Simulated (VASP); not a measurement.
Here is a VASP 6.6.1 calculation.

The input INCAR:

```
PREC = Accurate ; ENCUT = 900
EDIFF = 1E-6 ; ISMEAR = -1
SIGMA = 0.05 ; LREAL = False
LASPH = True ; NELM = 80
ALGO = Normal ; ISIF = 3
LWAVE = False ; LCHARG = False
GGA = PE ; IBRION = 2
NSW = 60 ; EDIFFG = -0.005
```

The input KPOINTS:

```
Automatic mesh
0
Gamma
  8 8 8
```

Contents of POSCAR:

```
Pt2F
1.0
    0.0000000000      2.8524300000      2.8524300000
    2.8524300000      0.0000000000      2.8524300000
    2.8524300000      2.8524300000      0.0000000000
Pt F
2 1
Direct
    0.2500000000      0.2500000000      0.2500000000
    0.7500000000      0.7500000000      0.7500000000
    0.0000000000      0.0000000000      0.0000000000
```

Potentials or basis: VASP PAW PBE potentials, release 64 (Pt, F).

Run with:

```sh
$ cat potpaw_PBE.64/Pt/POTCAR potpaw_PBE.64/F/POTCAR > POTCAR
$ mpirun -np 1 vasp_std > vasp.out
```

Question: What does it give for the band gap on the k mesh?

Answer: None (metal or under the smearing width).

Question: Estimate the relaxed volume.

Answer: 15.46 Å³/atom.

Question: Estimate the relaxed cell.

Answer: a = 4.033 Å, b = 4.033 Å, c = 4.033 Å, α = 60.00°, β = 60.00°, γ = 60.00°.

Final structure:
```cif
data_structure
_symmetry_space_group_name_H-M 'P 1'
_symmetry_Int_Tables_number 1
_cell_length_a 4.0332
_cell_length_b 4.0332
_cell_length_c 4.0332
_cell_angle_alpha 60.000
_cell_angle_beta 60.000
_cell_angle_gamma 60.000
_cell_volume 46.39
loop_
_atom_site_label
_atom_site_type_symbol
_atom_site_fract_x
_atom_site_fract_y
_atom_site_fract_z
_atom_site_occupancy
Pt1 Pt 0.25000 0.25000 0.25000 1
Pt2 Pt 0.75000 0.75000 0.75000 1
F1 F 0.00000 0.00000 0.00000 1
```

Caveat: an odd number of electrons without spin polarisation forces a metal; a magnetic or distorted state may lie lower. The run has no spin-orbit coupling, so splittings on Pt are missing.
